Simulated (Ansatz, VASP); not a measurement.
# Ba2SeO in two plane-wave programs

Aim: how closely do two programs agree when they are given the same cell, functional and k mesh? The cell is invented: As first built, before any earlier steps moved the atoms (in the runner's words): it takes the MgSe structure with some of its atoms replaced by other elements, volume scaled by an estimate. It may not be a known or stable phase. The cell is taken from a series of runs on this material, whose earlier steps may have relaxed, scaled, displaced or heated it; both programs get it as it stands. Valence electrons are named where the data sets of a main pair hold unlike numbers.

Method: plane waves, with VASP 6.6.1 beside it; electric field gradients at PBE and single point at PBE, in Ansatz 0.2.0.

## 1. The structure

It takes space group Pm (No. 6, monoclinic). Conventional cell: a = 4.740 Å, b = 4.439 Å, c = 6.539 Å, α = 90.00°, β = 90.64°, γ = 90.00°. Ba has 1 O at 2.48 Å and 4 Se at 3.26 to 3.29 Å nearest. Nearest to Ba lie 2 O at 2.57 Å and 2 Se at 3.28 to 3.38 Å. Se has 6 Ba at 3.26 to 3.38 Å nearest. O has 3 Ba at 2.48 to 2.57 Å nearest. As first built, before any earlier steps moved the atoms (in the runner's words): sites of the MgSe structure (space group 225) filled with other elements, volume scaled by an estimate. Farther neighbours and most contacts between anions are not listed.

## 2. Ansatz: electric field gradients, PBE

Ansatz runs on its default PAW (the set named soft_2) files.

Field gradients test the density near the nuclei, where the PAW reconstruction matters most.

input.yaml reads:

```yaml
crystal:
  lattice:
    - [4.74048322, 0.0, 0.0]
    - [0.0, 4.43896283, 0.0]
    - [-0.07353539, 0.0, 6.53830735]
  atoms:
    - { symbol: Ba, position: [0.499676236, 0.5, 0.437053102] }
    - { symbol: Ba, position: [0.12624294, 0.0, 0.994853509] }
    - { symbol: Se, position: [0.996358813, 0.0, 0.501732205] }
    - { symbol: O, position: [0.382505012, 0.5, 0.067054184] }
hamiltonian:
  xc: pbe
  pseudopotentials: { kind: paw }
kpoints:
  mp_grid: { grid: [4, 5, 3] }
scf:
  occupations: { method: gaussian, width: 0.05 }
  n_extra_bands: 5
output:
  forces: true
  stress: true
  eigenvalues: true
  efg: {}
```

Command:

```
$ ansatz run input.yaml --threads 2 --pin off --max-ram 4608MiB --backend cpu --events-out ev --progress --plain --runs-dir out
```

Numbers of over 12 decimals in the logs are rounded to 6 here.

Log:

```text
scf.n_extra_bands = 5 over 21 filled bands (N_el = 42.0): the run solves 26 bands
Ba: output.efg is read without spin–orbit coupling, which moves field gradients at and beside such atoms by some per cent and up to a factor of two; PAW files take it under magnetization.noncollinear and magnetization.spin_orbit
Engine: ansatz 0.2.0, aarch64-unknown-linux-gnu
Pseudopotentials: kind: paw
Pseudopotential: Ba, paw, valence charge 10, recommended cutoff 420 eV (normal), Ba.paw.azcp
Pseudopotential: Se, paw, valence charge 16, recommended cutoff 420 eV (normal), Se.paw.azcp
Pseudopotential: O, paw, valence charge 6, recommended cutoff 420 eV (normal), O.paw.azcp
Functional definition: PBE
  parameter kappa = 0.804
  parameter beta = 0.066725
  exchange = pbe_x(kappa = kappa, mu = beta*pi^2/3)
  correlation = pbe_c(beta = beta)
Crystal: 4 atoms, lattice volume = 137.584 Å³
Basis set: ecut = 420 eV, 2697 PW (Γ), exchange–correlation on 64×60×90 points (8 copies of the dense FFT grid, shifted against one another)
Bands: 26, of which v1, the nominal top of the filled ones, is band 21 counted from 1 (20 counted from 0)
Symmetry: 2 space group operations
Space group: Pm (ITA 6), of the structure as read, at distance tolerance 5.2e-5 Å
k-points: 21 of 60 (time reversal used)
Non-local potential: Ba, projectors of the file, l = 0: 3, l = 1: 2, l = 2: 2, l = 3: 2
Non-local potential: Se, projectors of the file, l = 0: 2, l = 1: 2, l = 2: 3, l = 3: 1
Non-local potential: O, projectors of the file, l = 0: 2, l = 1: 2, l = 2: 1
PAW form: soft (Blöchl's): semilocal exchange-correlation on the pseudo side does not see the compensation charge
PAW one-centre angular grid: Ba, 194 points (default); XC on 64 Gauss nodes
PAW one-centre angular grid: Se, 590 points (default); XC on 64 Gauss nodes
PAW one-centre angular grid: O, 110 points (default); XC on 64 Gauss nodes
Initial density: superposition of atomic densities (neutral atoms: chi_scale 0, normalization atom), corrected by the library's trained network
Initial wavefunctions: pseudopotential atomic-orbital guess
Functional: x = pbe(κ = 0.804, μ = 0.219515), c = pbe(β = 0.066725)
SCF iter   1: F=—  HF=-17941.793399 eV  |F-HF|=—  |Δ(HF+E_count)|=         —  Δρ=1.59e-3  dr2=4.12e-3  ethr=1.77e-3  ⟨swp⟩=7.9  Hψ=2977  notcnv=0
preconditioner: auto → Resta (q_TF=auto, 2.239 Å⁻¹)  ε∞=3.2  [insulator: Δε(μ)=2.139 eV  Ē_g=11.339 eV  σ=0.050 eV  W_gap=1.00  n_scr=28 (ndim 8)  ℏωp=16.8 eV  f_vac=0.108  D(μ)=0.00/eV (n_scr^D=0)  ε∞_Penn≈3.2]
SCF iter   2: F=—  HF=-17941.794290 eV  |F-HF|=—  |Δ(HF+E_count)|=   8.91e-4  Δρ=1.29e-3  dr2=2.00e-3  ethr=9.80e-6  ⟨swp⟩=2.1  Hψ=1163  notcnv=0
SCF iter   3: F=—  HF=-17941.794203 eV  |F-HF|=—  |Δ(HF+E_count)|=   8.76e-5  Δρ=4.77e-4  dr2=3.70e-4  ethr=4.77e-6  ⟨swp⟩=2.0  Hψ=819  notcnv=0
SCF iter   4: F=—  HF=-17941.794423 eV  |F-HF|=—  |Δ(HF+E_count)|=   2.20e-4  Δρ=1.38e-4  dr2=4.40e-5  ethr=8.81e-7  ⟨swp⟩=2.1  Hψ=697  notcnv=0
SCF iter   5: F=—  HF=-17941.794399 eV  |F-HF|=—  |Δ(HF+E_count)|=   2.37e-5  Δρ=4.75e-5  dr2=6.02e-6  ethr=1.05e-7  ⟨swp⟩=2.0  Hψ=966  notcnv=0
SCF iter   6: F=—  HF=-17941.794405 eV  |F-HF|=—  |Δ(HF+E_count)|=   6.04e-6  Δρ=1.75e-5  dr2=8.50e-7  ethr=1.43e-8  ⟨swp⟩=2.0  Hψ=966  notcnv=0
SCF iter   7: F=-17941.794407 eV  HF=-17941.794406 eV  |F-HF|=1.11e-7  |Δ(HF+E_count)|=   1.23e-6  Δρ=5.54e-6  dr2=7.76e-8  ethr=2.38e-10  ⟨swp⟩=9.0  Hψ=3300  notcnv=0
SCF 1 converged in 7 iterations: F = -17941.794407 eV  dr2 = 7.76e-8
  greatest PAW one-centre occupation: 1.000 electrons in one spin orbital (limit 2), on the Se atom at site 2 (counted from 0), in its partial waves of l = 2
SCF converged after 7 iterations
Free energy (F): -17941.794407 eV
Harris-Foulkes:  -17941.794406 eV  (|F-HF|=1.11e-7)
Internal energy: -17941.794407 eV  (E = F + TS)
E sigma→0 (E₀):  -17941.794407 eV
Fermi energy:    6.512566 eV
--- Per-component energies (eV) ---
  E_band       = -529.297836
  E_kinetic    = 631.185099
  E_local      = -4181.655277  (includes V_loc(G=0)·N_el)
  E_nonlocal   = -434.425217
  E_hartree    = 1904.459829
  E_xc         = -516.572199
  E_vxc        = -466.643193  (∫ρ·V_xc dr)
  E_paw        = -12519.991980  (= ΣΔE_a)
  E_vpaw       = 113.313187  (= ΣTr[D̂ρ^β])
  E_aug_tail   = 0.001797  (compensation charges beyond the density's cutoff)
  E_ewald      = -2824.796458
  E_smearing   = -0.000000  (= −TS)
  E_closure    = -0.000000  (closes the sum)
  Σ components = -17941.794407   (vs F -17941.794407, Δ=0.00e0)
--- Forces (eV/Å), atoms counted from 1 ---
  atom   1  Ba    -0.04662325     0.00000000    -0.22255859
  atom   2  Ba     0.16455792     0.00000000     0.06586883
  atom   3  Se     0.00541714     0.00000000    -0.00447730
  atom   4  O     -0.12355471    -0.00000000     0.16127982
  max |Σ_I F_I| component: 2.03e-4 eV/Å
--- Stress (GPa, compression-positive) ---
       -0.545621       0.000000      -0.237529
        0.000000      -0.979904       0.000000
       -0.237529       0.000000      -0.913953
  P = ⅓ Tr σ = -0.8132 GPa (-8.132 kbar)
--- PAW observables at the nuclei: V_zz in 10²¹ V/m², potentials from the cell's mean, atoms counted from 1 ---
  atom   1  Ba V_zz =    -7.709360   η = 0.4475   by run symmetry: allowed
            electrostatic potential = -9621.111255 V   contact ρ = none
  atom   2  Ba V_zz =   +15.641592   η = 0.6833   by run symmetry: allowed
            electrostatic potential = -9620.851288 V   contact ρ = none
  atom   3  Se V_zz =    -3.842040   η = 0.1726   by run symmetry: allowed
            electrostatic potential = -4710.129404 V   contact ρ = none
  atom   4  O  V_zz =    +1.987158   η = 0.7672   by run symmetry: allowed
            electrostatic potential = -623.518041 V   contact ρ = none
--- Band table (eV; the first three rows and the last of 21) ---
  k-point 0: bands = [... 17 lower, 4.7504, 4.9329, 5.1061, 5.4460, 7.5791, 8.0216, 9.9236, 9.9588, ... 1 higher]
  k-point 1: bands = [... 17 lower, 4.6880, 4.7135, 5.1325, 5.3810, 7.8648, 8.3743, 9.4764, 10.1841, ... 1 higher]
  k-point 2: bands = [... 17 lower, 4.7213, 4.7499, 4.7950, 4.9908, 8.0457, 8.7487, 9.3796, 9.9503, ... 1 higher]
  k-point 20: bands = [... 17 lower, 4.5842, 4.7740, 4.8226, 5.0329, 8.5615, 9.2071, 9.9362, 10.3766, ... 1 higher]
```

The run ends at a pressure of -0.81 GPa, with forces up to 0.23 eV/Å.

## 3. VASP: electric field gradients, PBE

The same cell, functional, mesh and smearing now go to VASP, with its own data sets.

Lines of VASP's logs that name or quote its potential files are left out, and so is its time.

INCAR reads:

```
SYSTEM = Ba2SeO
PREC = Accurate
ENCUT = 670
EDIFF = 1E-06
NELM = 100
ISMEAR = 0
SIGMA = 0.05
LREAL = .FALSE.
ALGO = Normal
GGA = PE
NBANDS = 22
LORBIT = 11
LWAVE = .FALSE.
LCHARG = .FALSE.
KPAR = 2
ISIF = 2
LEFG = .TRUE.
LASPH = .TRUE.
```

POSCAR reads:

```
Ba2SeO
1.0
    4.7404832200      0.0000000000      0.0000000000
    0.0000000000      4.4389628300      0.0000000000
   -0.0735353900      0.0000000000      6.5383073500
Ba Se O
2 1 1
Direct
    0.4996762360      0.5000000000      0.4370531020
    0.1262429400      0.0000000000      0.9948535090
    0.9963588130      0.0000000000      0.5017322050
    0.3825050120      0.5000000000      0.0670541840
```

KPOINTS reads:

```
Automatic mesh
0
Gamma
4 5 3
0 0 0
```

Potentials, in the order of the species: Ba_sv_GW, Se_GW and O_GW (PBE family, release 64).

Command:

```
$ mpirun -np 2 vasp_std
```

Log:

```text
[banner, memory and clock lines left out]
running    2 mpi-ranks, on    1 nodes
 distrk:  each k-point on    1 cores,    2 groups
 distr:  one band on    1 cores,    1 groups

 POSCAR found type information on POSCAR BaSeO
 POSCAR found :  3 types and       4 ions
 LDA part: xc-table for (Slater+PW92), standard interpolation
 POSCAR, INCAR and KPOINTS ok, starting setup
 FFT: planning ... GRIDC
 FFT: planning ... GRID_SOFT
 FFT: planning ... GRID
 WAVECAR not read
 entering main loop
       N       E                     dE             d eps       ncg     rms          rms(c)
DAV:   1     0.421565421032E+03    0.42157E+03   -0.12813E+04   924   0.158E+03
DAV:   2     0.444041033456E+02   -0.37716E+03   -0.36724E+03  1426   0.518E+02
DAV:   3    -0.240357839389E+02   -0.68440E+02   -0.65240E+02  1680   0.222E+02
DAV:   4    -0.285717982163E+02   -0.45360E+01   -0.45025E+01  1512   0.746E+01
DAV:   5    -0.286796772073E+02   -0.10788E+00   -0.10769E+00  1480   0.130E+01    0.114E+01
DAV:   6    -0.238314366981E+02    0.48482E+01   -0.23777E+01  1344   0.422E+01    0.603E+00
DAV:   7    -0.237258175519E+02    0.10562E+00   -0.33907E+00  1512   0.153E+01    0.322E+00
DAV:   8    -0.236566665328E+02    0.69151E-01   -0.39502E-01  1344   0.559E+00    0.900E-01
DAV:   9    -0.236697414223E+02   -0.13075E-01   -0.58486E-02  1680   0.202E+00    0.390E-01
DAV:  10    -0.236751684575E+02   -0.54270E-02   -0.97174E-03  1368   0.108E+00    0.170E-01
DAV:  11    -0.236761047178E+02   -0.93626E-03   -0.33336E-03  1344   0.565E-01    0.891E-02
DAV:  12    -0.236762290435E+02   -0.12433E-03   -0.46027E-04  1224   0.210E-01    0.184E-02
DAV:  13    -0.236762871910E+02   -0.58147E-04   -0.14814E-04  1488   0.115E-01    0.141E-02
DAV:  14    -0.236762885252E+02   -0.13343E-05   -0.28675E-05  1456   0.506E-02    0.472E-03
DAV:  15    -0.236762890575E+02   -0.53225E-06   -0.53309E-06  1080   0.225E-02
ion   1
     0.0000000     0.0000000     0.0000000    -0.5630201    -0.0343227    -0.1281127
     0.0000600     0.0000000     0.0000000    -0.5630201    -0.0343227    -0.1281127
     0.0000826     0.0000000     0.0000000    -0.5630201    -0.0343227    -0.1281127
     0.0001137     0.0000000     0.0000000    -0.5630200    -0.0343227    -0.1281127
     0.0001566     0.0000000     0.0000000    -0.5630200    -0.0343227    -0.1281127

     0.0000000     0.0000000     0.0000000   -24.2356142    47.0548468    30.8202695
     0.0000600     0.0000000     0.0000000   -24.2248762    47.0442208    30.8119077
     0.0000826     0.0000000     0.0000000   -24.2191651    47.0388793    30.8076215
     0.0001137     0.0000000     0.0000000   -24.2100782    47.0305674    30.8008991
     0.0001566     0.0000000     0.0000000   -24.1956775    47.0176950    30.7904017

ion   2
     0.0000000     0.0000000     0.0000000     0.4736117    -0.0041817     0.2006384
     0.0000600     0.0000000     0.0000000     0.4736117    -0.0041817     0.2006384
     0.0000826     0.0000000     0.0000000     0.4736117    -0.0041817     0.2006384
     0.0001137     0.0000000     0.0000000     0.4736117    -0.0041817     0.2006384
     0.0001566     0.0000000     0.0000000     0.4736117    -0.0041817     0.2006384

     0.0000000     0.0000000     0.0000000    14.1716459    34.0202006  -122.3385779
     0.0000600     0.0000000     0.0000000    14.1662470    34.0125517  -122.3080595
     0.0000826     0.0000000     0.0000000    14.1634188    34.0087211  -122.2925603
     0.0001137     0.0000000     0.0000000    14.1589450    34.0027695  -122.2683413
     0.0001566     0.0000000     0.0000000    14.1518968    33.9935674  -122.2306685

ion   3
     0.0000000     0.0000000     0.0000000    -0.3612538    -0.0333832    -0.4780315
     0.0000499     0.0000000     0.0000000    -0.3612538    -0.0333832    -0.4780315
     0.0000687     0.0000000     0.0000000    -0.3612538    -0.0333832    -0.4780315
     0.0000946     0.0000000     0.0000000    -0.3612538    -0.0333832    -0.4780314
     0.0001302     0.0000000     0.0000000    -0.3612538    -0.0333832    -0.4780314

     0.0000000     0.0000000     0.0000000   -16.4266809    -2.6466041   -25.2531124
     0.0000499     0.0000000     0.0000000   -16.4259831    -2.6464976   -25.2520573
     0.0000687     0.0000000     0.0000000   -16.4255922    -2.6464386   -25.2514683
     0.0000946     0.0000000     0.0000000   -16.4249587    -2.6463434   -25.2505152
     0.0001302     0.0000000     0.0000000   -16.4239373    -2.6461907   -25.2489806

ion   4
     0.0000000     0.0000000     0.0000000     2.5566197     5.9573100    -2.8428868
     0.0000293     0.0000000     0.0000000     2.5566197     5.9573099    -2.8428868
     0.0000403     0.0000000     0.0000000     2.5566197     5.9573099    -2.8428868
     0.0000555     0.0000000     0.0000000     2.5566197     5.9573098    -2.8428867
     0.0000765     0.0000000     0.0000000     2.5566196     5.9573097    -2.8428867

     0.0000000     0.0000000     0.0000000     7.2212092    16.0544734    -7.0181347
     0.0000293     0.0000000     0.0000000     7.2212075    16.0544696    -7.0181331
     0.0000403     0.0000000     0.0000000     7.2212063    16.0544671    -7.0181320
     0.0000555     0.0000000     0.0000000     7.2212043    16.0544627    -7.0181302
     0.0000765     0.0000000     0.0000000     7.2212009    16.0544554    -7.0181272

   1 F= -.23676289E+02 E0= -.23676289E+02  d E =-.239130E-13
```

From OUTCAR (step 3):

```text
ion  position               nearest neighbor table
   1  0.500  0.500  0.437-
   2  0.126  0.000  0.995-
   3  0.996  0.000  0.502-
   4  0.383  0.500  0.067-

  LATTYP: Found a simple monoclinic cell.
 ALAT       =     4.7404832200
 B/A-ratio  =     0.9363945876
 C/A-ratio  =     1.3793363576
 COS(beta)  =    -0.0112461430

 Subroutine GETGRP returns: Found  2 space group operations
 (whereof  2 operations were pure point group operations)

The static configuration has the point symmetry C_1h.

 Found     21 irreducible k-points:

   k-points           NKPTS =     21   k-points in BZ     NKDIM =     21   number of bands    NBANDS=     22

   dimension x,y,z NGX =    40 NGY =   40 NGZ =   56
   dimension x,y,z NGXF=    80 NGYF=   80 NGZF=  112

   ENCUT  =  670.0 eV  49.24 Ry    7.02 a.u.  10.00  9.37 13.80*2*pi/ulx,y,z

   NELECT =      32.0000    total number of electrons

 k-points in reciprocal lattice and weights: Automatic mesh
   0.00000000  0.00000000  0.00000000       0.017
   0.25000000  0.00000000  0.00000000       0.033
   0.50000000  0.00000000  0.00000000       0.017
   0.00000000  0.20000000  0.00000000       0.033
   0.25000000  0.20000000  0.00000000       0.067
   0.50000000  0.20000000  0.00000000       0.033
   0.00000000  0.40000000  0.00000000       0.033
   0.25000000  0.40000000  0.00000000       0.067
   0.50000000  0.40000000  0.00000000       0.033
[...]
0.50000000  0.40000000  0.33333333       0.067
  -0.25000000  0.40000000  0.33333333       0.067

 average (electrostatic) potential at core
       1 -82.7740       2 -82.9900       3 -54.0429       4 -70.5816

 E-fermi :   2.4093

 k-point     1 :       0.0000    0.0000    0.0000
  band No.  band energies     occupation
    ...
     12       1.3922      2.00000
     13       1.4702      2.00000
     14       1.6516      2.00000
     15       1.8262      2.00000
     16       2.1659      2.00000
     17       4.2977      0.00000
     18       4.7403      0.00000
     19       6.6436      0.00000
     20       6.6785      0.00000
     21       6.9049      0.00000
    ...

 k-point     2 :       0.2500    0.0000    0.0000
  band No.  band energies     occupation
    ...
     12       1.0715      2.00000
     13       1.3234      2.00000
     14       1.4754      2.00000
     15       1.6707      2.00000
     16       1.7406      2.00000
     17       5.1688      0.00000
     18       5.5499      0.00000
     19       6.0930      0.00000
     20       6.7448      0.00000
     21       7.2863      0.00000
    ...

 k-point     3 :       0.5000    0.0000    0.0000
  band No.  band energies     occupation
    ...
     12       0.9762      2.00000
     13       1.2676      2.00000
     14       1.3807      2.00000
     15       1.3969      2.00000
     16       1.6836      2.00000
     17       5.4510      0.00000
     18       6.8268      0.00000
     19       6.8622      0.00000
     20       7.1004      0.00000
     21       7.2154      0.00000
    ...

  Total       -0.5087394     -0.8789083     -0.8220104      0.0000000      0.0000000     -0.2009083
  in kB       -5.9242923    -10.2349256     -9.5723471      0.0000000      0.0000000     -2.3395859
  external PRESSURE =      -8.5771884 kB  Pullay stress =       0.0000000 kB

  energy-cutoff  :      670.00
  volume of cell :      137.58
      direct lattice vectors                 reciprocal lattice vectors
     4.740483220  0.000000000  0.000000000     0.210948959  0.000000000  0.002372512
     0.000000000  4.438962830  0.000000000     0.000000000  0.225277849  0.000000000
    -0.073535390  0.000000000  6.538307350     0.000000000  0.000000000  0.152944783

 POSITION                                       TOTAL-FORCE (eV/Angst)
 -----------------------------------------------------------------------------------
      2.33657      2.21948      2.85759        -0.046388      0.000000     -0.221513
      0.52530      0.00000      6.50466         0.164102      0.000000      0.066117
      4.68633      0.00000      3.28048         0.005562      0.000000     -0.004655
      1.80833      2.21948      0.43842        -0.123276      0.000000      0.160051
 -----------------------------------------------------------------------------------
    total drift:                               -0.000112      0.000000     -0.000005

  FREE ENERGIE OF THE ION-ELECTRON SYSTEM (eV)
  ---------------------------------------------------
  free  energy   TOTEN  =       -23.6762890575 eV

  energy  without entropy=      -23.6762890575  energy(sigma->0) =      -23.67628906

 Electric field gradients after diagonalization (V/A^2)
 (convention: |V_zz| > |V_xx| > |V_yy|)
----------------------------------------------------------------------
 ion       V_xx      V_yy      V_zz     asymmetry (V_yy - V_xx)/ V_zz
----------------------------------------------------------------------
   1      55.605    18.774   -74.379       0.495
   2    -125.377   -25.721   151.098       0.660
   3      22.300    15.589   -37.889       0.177
   4     -18.078    -2.566    20.644       0.751
----------------------------------------------------------------------

 total charge
# of ion       s       p       d       f       tot
--------------------------------------------------
    1        1.791   4.532   0.141   0.019   6.482
    2        1.788   4.529   0.134   0.019   6.470
    3        1.421   2.410   0.004   0.000   3.835
    4        1.542   3.310   0.000   0.000   4.852
--------------------------------------------------
tot          6.542  14.781   0.279   0.037  21.639

[... 3 further parts left out ...]
```

The gap is read on the k-mesh alone, so it is an upper bound where the band edges lie off the mesh. The atoms bear forces, and field gradients depend strongly on their positions.

(Continued in part 2 of 2.)

[Lines on the potential files, build, host, timing and source positions are cut from VASP's logs without a mark.]

[Logs are printed without paths, hosts, clocks, repeated set-up lines and the standing remarks that a program may print on its own settings, such as how far it seeks lower states.]

[Hosts, paths, dates, database ids (printed as entryN), source tags and the programs' standing remarks are cut or masked in the printed files.]
